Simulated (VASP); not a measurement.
Write the native input for VASP 6.6.1 that does the following.

```yaml
Task: single point
Functional: PBEsol
Potentials_or_basis: VASP PAW PBE potentials, release 64 (Mo_sv, Sn_d, O)
Cutoff: 450 eV
k_mesh: 3 × 3 × 2
Occupations: gaussian, width 0.03 eV
Spin: collinear spin, ferromagnetic start
Starting_moments: "[2.0, 0.0, 0.0, 0.0, 0.0, 0.0, 0.0, 0.0, 0.0, 0.0, 0.0, 0.0, 0.0, 0.0, 0.0, 0.0, 0.0, 0.0, 0.0, 0.0, 0.0, 0.0, 0.0, 0.0] μB"
Fixed_moment: 2 μB
Dq: 0
Further_INCAR_settings: LREAL = Auto; ALGO = Normal; EDIFF = 1e-05; ISYM = 0
```

The structure of Sn7MoO16 (a cell with a defect) lies in POSCAR:

```
Sn7MoO16                                
1.0
    9.4747000000      0.0000000000      0.0000000000
    4.7373500000      4.7373500000      0.0000000000
    4.7373500000      0.0000000000      6.3728000000
  Mo              Sn              O             
     1     7    16
Direct
     0.9979259055023969    0.0016605093627264    0.0002051026352050
     0.2467399933660438    0.0024702825600186    0.5014623381863150
     0.4979458258825663    0.0019342832601621    0.0002129180446996
     0.7488850432538859    0.0013040638707161    0.4990639988381569
     0.8725296090967104    0.5018360282427389    0.2503132734401857
     0.1233205199057400    0.5015673485549892    0.7497895791105381
     0.3736922689508976    0.5017425350109803    0.2491674517522591
     0.6223269784201018    0.5024059017977858    0.7508523208883849
     0.9982729527306247    0.3005915387483593    0.0001019629236289
     0.2487791602784226    0.3069900738194369    0.4996870663190968
     0.4984414750385383    0.3065584079076564    0.9999288770172722
     0.7483115839181921    0.3069362216899487    0.5004147781013989
     0.5675908248995195    0.8064134103154921    0.2499522470330664
     0.8176776644656009    0.8056314632280017    0.7507156150501882
     0.0680975049070434    0.8085592469471379    0.2455769880016375
     0.3133729901584818    0.8085895675965631    0.7543010380974062
     0.9974808739897759    0.7027675675691680    0.0000958677008965
     0.2470733169128099    0.6971387349684024    0.4999543489729567
     0.4976775869657368    0.6971545962669818    0.0000948527066220
     0.7481147750914316    0.6959063753477847    0.5000451105408578
     0.1780801157276670    0.1976552755997837    0.2495030317732854
     0.4280289085335995    0.1964101613098626    0.7506293064150753
     0.6822981818983564    0.1946363059729080    0.2462602514461722
     0.9278189401058480    0.1953121000524026    0.7548106750046996
```

These files were run (other wordings do the same):

INCAR

```
PREC     = Accurate       # precision mode
ENCUT    = 450            # plane-wave cutoff, eV
EDIFF    = 1E-5           # SCF threshold, eV
ISMEAR   = 0              # smearing method
SIGMA    = 0.03           # smearing width, eV
LREAL    = Auto         
LASPH    = T              # aspherical terms in the spheres
NELM     = 120            # most SCF steps
ALGO     = Normal         # electronic algorithm
ISIF     = 2              # what is computed and relaxed
LWAVE    = F              # write WAVECAR
LCHARG   = F              # write CHGCAR
ISPIN    = 2              # spin polarisation
MAGMOM   = 2 0 0 0 0 0 0 0 0 0 0 0 0 0 0 0 0 0 0 0 0 0 0 0 # initial moments
LORBIT   = 11             # projections on sites
NUPDOWN  = 2              # fixed moment
LMAXMIX  = 4              # l up to which the mixer works
GGA      = PS             # functional
ISYM     = 0
```

KPOINTS

```
Automatic mesh
0
Gamma
  3 3 2
```

Potentials or basis: VASP PAW PBE potentials, release 64 (Mo_sv, Sn_d, O).

Command:

```console
$ cat potpaw_PBE.64/Mo_sv/POTCAR potpaw_PBE.64/Sn_d/POTCAR potpaw_PBE.64/O/POTCAR > POTCAR
$ mpirun -np 1 vasp_std > vasp.out
```

It gave:

```json
{
  "Largest force": "0.314 eV/Å",
  "Net moment": "2.00 μB per cell",
  "Site moments": "Mo +1.54; Sn +0.03, +0.01, +0.02; O -0.01, +0.01, +0.00 μB",
  "Valence electrons inside the program's atomic spheres": "Mo 12.19; Sn 12.38, 12.40; O 5.04, 5.06, 5.07, 5.05"
}
```

Caveat: the k mesh is coarse (spacing up to 0.49 Å⁻¹), so the values aren't converged; the PAW data sets were made with another functional, which shifts forces and pressure a little; the total moment is fixed, so each spin has its own Fermi level.

It took 30 min on 1 thread of Intel(R) Xeon(R) Platinum 8488C (Sapphire Rapids), with other jobs on the host, peak memory 0.79 GiB.
